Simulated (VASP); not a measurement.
Write the native input for VASP 6.6.1 that does the following.

| Item | Value |
| --- | --- |
| Task | relaxation of cell and atoms |
| Functional | PBE |
| Potentials or basis | VASP PAW PBE potentials, release 64 (Al, Bi_d, O) |
| Cutoff | 520 eV |
| k mesh | 4 × 4 × 2 |
| Occupations | gaussian, width 0.15 eV |
| Spin | no spin polarisation |
| Further INCAR settings | PREC = Normal; ALGO = Fast; EDIFF = 0.0001; IBRION = 2; EDIFFG = -0.08; NSW = 24; ISIF = 3 |

The structure of Al3BiO3 lies in POSCAR:

```
Al3BiO3
1.0
    4.1686645800      0.0000000000      0.0000000000
    0.0000000000      4.1686645800      0.0000000000
    0.0000000000      0.0000000000      7.2590532300
Al Bi O
3 1 3
Direct
    0.0000000000      0.5000000000      0.5000000000
    0.5000000000      0.0000000000      0.5000000000
    0.0000000000      0.0000000000      0.0000000000
    0.0000000000      0.0000000000      0.5000000000
    0.5000000000      0.5000000000      0.5000000000
    0.5000000000      0.5000000000      0.2742477300
    0.5000000000      0.5000000000      0.7257522700
```

The cell was built by a generator and needn't be a form met in nature.

The input as run:

INCAR

```
PREC = Normal
ENCUT = 520
EDIFF = 1E-4
ISMEAR = 0
SIGMA = 0.15
LREAL = False
LASPH = True
NELM = 60
ALGO = Fast
ISIF = 3
LWAVE = False
LCHARG = False
GGA = PE
IBRION = 2
NSW = 24
EDIFFG = -0.08
```

KPOINTS

```
Automatic mesh
0
Gamma
  4 4 2
```

Potentials or basis: VASP PAW PBE potentials, release 64 (Al, Bi_d, O).

Command:

```bash
$ cat potpaw_PBE.64/Al/POTCAR potpaw_PBE.64/Bi_d/POTCAR potpaw_PBE.64/O/POTCAR > POTCAR
$ mpirun -np 1 vasp_std > vasp.out
```

It gave:

The relaxed volume is 22.62 Å³/atom. The relaxed cell is a = 4.839 Å, b = 4.839 Å, c = 6.762 Å, α = 90.00°, β = 90.00°, γ = 90.00°, the space group after relaxing (to 0.05 Å) is P4/mmm (No. 123) and the energy gained by relaxing is 870.4 meV/atom. The ionic steps are 13. The pressure after relaxing is 0.3 GPa, the largest force after relaxing is 0.018 eV/Å and the band gap on the k mesh is none (metal or under the smearing width).

Caveat: the k mesh is coarse (spacing up to 0.43 Å⁻¹), so the values aren't converged; the volume moved by over 15 % at a fixed basis, so the end points are rough; spin-orbit coupling is left out, which moves the levels of the heavy elements; the relaxation stopped at a loose force limit of 0.08 eV/Å, so its end isn't a converged minimum.

Run time: 2.6 min on 1 thread of Intel(R) Xeon(R) Platinum 8559C (Emerald Rapids), with other jobs on the host, peak memory 0.18 GiB.
